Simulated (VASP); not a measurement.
The system is NbP.

```
CELL_PARAMETERS angstrom
-1.67492 1.67492 5.74011
1.67492 -1.67492 5.74011
1.67492 1.67492 -5.74011
ATOMIC_POSITIONS crystal
Nb 0.74988 0.74988 0.00000
Nb 0.49988 0.99988 0.50000
P 0.33275 0.33275 0.00000
P 0.08275 0.58275 0.50000
```

The cell is a database's computed one.

- Program: VASP 6.6.1
- Task: relaxation of cell and atoms
- Functional: PBE
- Dispersion: D3(BJ)
- Potentials or basis: VASP PAW PBE potentials, release 64 (Nb_sv, P)
- Cutoff: 520 eV
- k mesh: 18 × 18 × 18
- Occupations: gaussian, width 0.1 eV
- Spin: no spin polarisation

At the start: pressure -7.8 GPa; volume 16.10 Å³/atom.

Task: How do energy, volume and symmetry change on relaxing?

Result: Over 11 steps the energy falls by 17.1 meV/atom and the volume is 15.43 Å³/atom (-4.2 %); space group I4_1md (No. 109, to 0.05 Å).

Step by step:
```csv
step,energy change (eV),largest force (eV/Å),pressure (GPa),volume (Å³)
1,0.0000,0.0138,-7.79,64.41
2,0.1611,0.0630,17.71,57.38
3,-0.0663,0.0283,-0.17,61.84
4,-0.0664,0.0286,0.00,61.79
5,-0.0663,0.0289,0.17,61.74
6,-0.0681,0.0457,0.17,61.70
7,-0.0682,0.0521,0.18,61.68
8,-0.0684,0.0094,-0.30,61.81
9,-0.0684,0.0122,-0.13,61.77
10,-0.0684,0.0109,0.13,61.69
11,-0.0685,0.0001,0.01,61.73
```

Final structure:
```cif
data_structure
_symmetry_space_group_name_H-M 'P 1'
_symmetry_Int_Tables_number 1
_cell_length_a 6.0909
_cell_length_b 6.0909
_cell_length_c 6.0909
_cell_angle_alpha 148.434
_cell_angle_beta 148.434
_cell_angle_gamma 45.245
_cell_volume 61.73
loop_
_atom_site_label
_atom_site_type_symbol
_atom_site_fract_x
_atom_site_fract_y
_atom_site_fract_z
_atom_site_occupancy
Nb1 Nb 0.75024 0.75024 0.00000 1
Nb2 Nb 0.50024 0.00024 0.50000 1
P1 P 0.33239 0.33239 0.00000 1
P2 P 0.08239 0.58239 0.50000 1
```

Caveat: pairwise dispersion overbinds metals, which lowers pressure and volume.
